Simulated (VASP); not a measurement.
Computed with PBE GGA, VASP's PBE PAW potentials (set 64) (plane waves; VASP).

Input for VASP

### INCAR
```
# general
SYSTEM =CuZn
PREC   =Accurate
ENCUT  =300
LREAL  =.FALSE.
LASPH  =.TRUE.

# electronic loop
EDIFF  =1E-6
NELM   =100
ALGO   =Normal
LMAXMIX=4

# smearing
ISMEAR =1
SIGMA  =0.136

# functional
GGA    =PE

# ions
IBRION =2
NSW    =50
ISIF   =2
EDIFFG =-0.01

# output
LWAVE  =.FALSE.
LCHARG =.FALSE.
```

**POSCAR**
```
CuZn
1
    2.9500000000     0.0000000000     0.0000000000
    0.0000000000     2.9500000000     0.0000000000
    0.0000000000     0.0000000000     2.9500000000
Zn Cu
1 1
Direct
  0.4934140000   0.4983210000   0.4852210000
  0.0065860000   0.0016790000   0.0147790000
```

### KPOINTS
```
Regular mesh
0
Gamma
  8 8 8
```

POTCAR, in this order: Zn Cu (PBE.64 set). Program: vasp_std.

Q: Predict the energy per atom (σ→0), band gap (on the k-mesh).

A: 
```
Property                                                    Result
------------------------  ----------------------------------------
energy per atom (σ→0)                               -2510 meV/atom
band gap (on the k-mesh)  none (metal, semimetal or under 0.01 eV)
```

File OSZICAR:
```
...
DAV:   1    -0.501429811650E+01   -0.95183E-03   -0.70245E+00  7835   0.232E+01    0.156E-01
DAV:   2    -0.502031869285E+01   -0.60206E-02   -0.62906E-02 11797   0.367E+00    0.189E-01
DAV:   3    -0.501994476868E+01    0.37392E-03   -0.96842E-04  9718   0.829E-01    0.116E-01
DAV:   4    -0.501977787606E+01    0.16689E-03   -0.13941E-04 12197   0.192E-01    0.711E-02
DAV:   5    -0.501968225383E+01    0.95622E-04   -0.23171E-04 12022   0.218E-01    0.105E-02
DAV:   6    -0.501968040866E+01    0.18452E-05   -0.47372E-06  8702   0.305E-02    0.531E-03
DAV:   7    -0.501967986827E+01    0.54039E-06   -0.19162E-06  6169   0.311E-02
   3 F= -.50196799E+01 E0= -.50201312E+01  d E =-.222499E-01
```

The structure is a typed CuZn crystal. In the starting cell atoms are displaced from their ideal sites. This run relaxes the ions in a fixed cell. The run is one of a series of settings (EDIFFG = -0.01, IBRION = 2, NSW = 50 against the base run), some of them coarse on purpose. The electron count is odd and the run is not spin-polarised, which forces a metal.
